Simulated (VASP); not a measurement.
Method: PBEsol GGA, VASP's PBE PAW potentials (set 64) (plane waves; VASP).

A VASP calculation is set up with these files.

**POSCAR**
```
Be4S3Se
1
    4.9104309068     0.0000000000     0.0000000000
   -0.0000000000     4.9104309068     0.0000000000
    0.0000000000    -0.0000000000     4.9104309068
Be Se S
4 1 3
Direct
  0.9933139036   0.9933139036   0.9933139036
  0.5066860964   0.5066860964   0.9933139036
  0.5066860964   0.9933139036   0.5066860964
  0.9933139036   0.5066860964   0.5066860964
  0.2500000000   0.2500000000   0.2500000000
  0.7500000000   0.7500000000   0.2500000000
  0.7500000000   0.2500000000   0.7500000000
  0.2500000000   0.7500000000   0.7500000000
```

### INCAR
```
ISIF = 3
LMAXMIX = 4   # l cut-off of mixed one-centre charges
LWAVE = .False.
SIGMA = 0.05
GGA = PS
EDIFF = 1E-6   # SCF stop (eV)
IBRION = 2
EDIFFG = -0.02   # ionic stop
ISMEAR = 0   # Gaussian
LREAL = .False.   # projection in real space or not
LCHARG = .False.
NELM = 100   # most electronic steps
ALGO = Normal
LASPH = .True.   # aspherical one-centre terms
SYSTEM = Be4S3Se
PREC = Accurate
ENCUT = 400
NSW = 60
```

**KPOINTS**
```
Regular mesh
0
gamma
  4 4 4
0 0 0
```

POTCAR, in this order: Be Se S (PBE.64 set). Program: vasp_std.

Output

File OSZICAR:
```
       N       E                     dE             d eps       ncg     rms          rms(c)
DAV:   1     0.118376154322E+03    0.11838E+03   -0.11805E+04   420   0.107E+03
DAV:   2    -0.320433324266E+02   -0.15042E+03   -0.14282E+03   589   0.205E+02
DAV:   3    -0.415963918357E+02   -0.95531E+01   -0.95122E+01   539   0.571E+01
DAV:   4    -0.417508884625E+02   -0.15450E+00   -0.15417E+00   560   0.871E+00
DAV:   5    -0.417535559378E+02   -0.26675E-02   -0.26667E-02   524   0.109E+00    0.991E+00
DAV:   6    -0.412294510713E+02    0.52410E+00   -0.41217E-01   520   0.306E+00    0.646E+00
DAV:   7    -0.410437077954E+02    0.18574E+00   -0.51064E-01   485   0.358E+00    0.106E+00
DAV:   8    -0.410421021917E+02    0.16056E-02   -0.33099E-02   523   0.103E+00    0.203E-01
DAV:   9    -0.410422893910E+02   -0.18720E-03   -0.23278E-03   505   0.292E-01    0.862E-02
DAV:  10    -0.410422853912E+02    0.39999E-05   -0.59273E-05   542   0.554E-02    0.492E-02
DAV:  11    -0.410423232256E+02   -0.37834E-04   -0.95634E-05   529   0.540E-02    0.872E-03
DAV:  12    -0.410423236795E+02   -0.45390E-06   -0.14397E-05   523   0.229E-02    0.644E-03
DAV:  13    -0.410423241472E+02   -0.46763E-06   -0.32915E-06   463   0.916E-03
   1 F= -.41042324E+02 E0= -.41042324E+02  d E =-.410423E+02
       N       E                     dE             d eps       ncg     rms          rms(c)
DAV:   1    -0.410434852809E+02   -0.11616E-02   -0.18336E-02   485   0.737E-01    0.207E-01
DAV:   2    -0.410427148954E+02    0.77039E-03   -0.17449E-03   480   0.243E-01    0.784E-02
DAV:   3    -0.410425946102E+02    0.12029E-03   -0.70513E-04   495   0.118E-01    0.434E-02
DAV:   4    -0.410425893514E+02    0.52588E-05   -0.22738E-05   500   0.274E-02    0.337E-02
DAV:   5    -0.410425833384E+02    0.60129E-05   -0.83760E-06   500   0.147E-02    0.147E-02
DAV:   6    -0.410425812451E+02    0.20933E-05   -0.51081E-06   480   0.981E-03    0.198E-03
DAV:   7    -0.410425810277E+02    0.21742E-06   -0.91162E-08   310   0.218E-03
   2 F= -.41042581E+02 E0= -.41042581E+02  d E =-.256881E-03
```

**OUTCAR**
```
------------------------ aborting loop because EDIFF is reached ----------------------------------------
  FORCE on cell =-STRESS in cart. coord.  units (eV):
  Direction    XX          YY          ZZ          XY          YZ          ZX
  --------------------------------------------------------------------------------------
  Total       -0.0392331     -0.0392331     -0.0392331     -0.0000000      0.0000000      0.0000000
  in kB       -0.5293091     -0.5293091     -0.5293091     -0.0000000      0.0000000      0.0000000
  external PRESSURE =      -0.5293091 kB  Pullay stress =       0.0000000 kB
  volume of cell :      118.76
      direct lattice vectors                 reciprocal lattice vectors
     4.915314726  0.000000000  0.000000000     0.203445772  0.000000000 -0.000000000
    -0.000000000  4.915314726 -0.000000000    -0.000000000  0.203445772 -0.000000000
     0.000000000  0.000000000  4.915314726    -0.000000000  0.000000000  0.203445772
 POSITION                                       TOTAL-FORCE (eV/Angst)
 -----------------------------------------------------------------------------------
      4.88174      4.88174      4.88174        -0.003607     -0.003607     -0.003607
      2.49123      2.49123      4.88174         0.003607      0.003607     -0.003607
      2.49123      4.88174      2.49123         0.003607     -0.003607      0.003607
      4.88174      2.49123      2.49123        -0.003607      0.003607      0.003607
      1.22883      1.22883      1.22883         0.000000     -0.000000     -0.000000
      3.68649      3.68649      1.22883         0.000000     -0.000000     -0.000000
      3.68649      1.22883      3.68649         0.000000     -0.000000     -0.000000
      1.22883      3.68649      3.68649         0.000000      0.000000     -0.000000
 -----------------------------------------------------------------------------------
    total drift:                               -0.000000     -0.000000     -0.000000
  FREE ENERGIE OF THE ION-ELECTRON SYSTEM (eV)
  ---------------------------------------------------
  free  energy   TOTEN  =       -41.0425810277 eV

  energy  without entropy=      -41.0425810277  energy(sigma->0) =      -41.04258103

 reached required accuracy - stopping structural energy minimisation
```
(Selected blocks of OUTCAR.)

**CONTCAR**
```
Be4S3Se
   1.00000000000000
     4.9153147263380337    0.0000000000000000    0.0000000000000000
    -0.0000000000000000    4.9153147263380337   -0.0000000000000000
     0.0000000000000000    0.0000000000000000    4.9153147263380337
  Be              Se              S
     4     1     3
Direct
     0.9931689319109575    0.9931689319109575    0.9931689319109575
     0.5068310680890425    0.5068310680890425    0.9931689319109575
     0.5068310680890425    0.9931689319109575    0.5068310680890425
     0.9931689319109575    0.5068310680890425    0.5068310680890425
     0.2500000000000000    0.2500000000000000    0.2500000000000000
     0.7500000000000000    0.7500000000000000    0.2500000000000000
     0.7500000000000000    0.2500000000000000    0.7500000000000000
     0.2500000000000000    0.7500000000000000    0.7500000000000000
```

### OUTCAR
```
 val. band max:        4.0140810550   @ k =   0.0000   0.0000   0.0000

 cond. band min:       6.4558969425   @ k =   0.0000   0.0000   0.0000


 Fermi energy:         4.2341579798

 k-point     1 :       0.0000    0.0000    0.0000
  band No.  band energies     occupation
      1      -9.8182      2.00000
      2      -7.7554      2.00000
      3      -7.7554      2.00000
      4      -7.6176      2.00000
      5      -1.1592      2.00000
      6      -1.1592      2.00000
      7      -1.1592      2.00000
      8       1.1517      2.00000
      9       1.1517      2.00000
     10       1.1517      2.00000
     11       1.3479      2.00000
     12       1.3479      2.00000
     13       1.3479      2.00000
     14       4.0141      2.00000
     15       4.0141      2.00000
     16       4.0141      2.00000
     17       6.4559      0.00000
     18       6.8975      0.00000
     19       6.8975      0.00000
     20       8.5710      0.00000
     21       8.5710      0.00000

 k-point     2 :       0.2500    0.0000    0.0000
  band No.  band energies     occupation
      1      -9.5861      2.00000
      2      -8.1405      2.00000
      3      -7.7316      2.00000
      4      -7.6306      2.00000
      5      -0.9185      2.00000
      6      -0.9185      2.00000
      7      -0.4784      2.00000
      8       0.7450      2.00000
      9       0.7450      2.00000
     10       0.7961      2.00000
     11       0.9220      2.00000
     12       1.5229      2.00000
     13       1.5229      2.00000
     14       2.9805      2.00000
     15       3.4096      2.00000
     16       3.4096      2.00000
     17       7.1436      0.00000
     18       7.9484      0.00000
     19       8.0911      0.00000
     20       8.8206      0.00000
     21       9.0864      0.00000

 k-point     3 :       0.5000    0.0000    0.0000
  band No.  band energies     occupation
      1      -8.9487      2.00000
      2      -8.9469      2.00000
      3      -7.7073      2.00000
...
```

The structure was generated: Be4S3Se was put into an ordered model structure (P-43m), which need not be its known phase. This run relaxes it. Symmetry was kept, so distortions that lower it aren't found. The start is the result of an earlier pass.
